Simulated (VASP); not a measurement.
Here is the system:

```
CELL_PARAMETERS angstrom
      3.96450     0.00000     0.00000
      0.00000     3.96450     0.00000
      0.00000     0.00000    16.36593
ATOMIC_POSITIONS crystal
  Pb 0.49990 0.99971 0.57413
  Pb 0.99687 0.50090 0.42780
  O  0.99823 0.00707 0.49779
  O  0.50500 0.49233 0.50028
```

Computed with PBE GGA, VASP's PBE PAW potentials (set 64) (plane waves; VASP). Run with 400 eV cut-off, 7×7×1 Γ-centred mesh, Gaussian smearing of 0.20 eV, potentials Pb_d O.

At this cut-off the stress carries a Pulay error, which pulls relaxed volumes low. The cell holds a wide vacuum, so values per volume refer to the whole cell.

**Question.** Which forces act on the atoms, in eV/Å?

**Answer.** 
```json
[
 {"atom": "Pb1", "Fx": "-0.022", "Fy": "-0.080", "Fz": "0.137"},
 {"atom": "Pb2", "Fx": "0.140", "Fy": "0.098", "Fz": "-0.946"},
 {"atom": "O3", "Fx": "0.103", "Fy": "-0.323", "Fz": "0.555"},
 {"atom": "O4", "Fx": "-0.221", "Fy": "0.305", "Fz": "0.254"}
]
```

**Question.** Give the stress tensor in GPa (positive for a compressed cell).

**Answer.** 
```
 0.31  -0.01  -0.12
-0.01   0.75  -0.13
-0.12  -0.13  -0.04
```
The pressure is its mean diagonal, 0.34 GPa.

The cell is a sheet with vacuum, built from a generated structure.
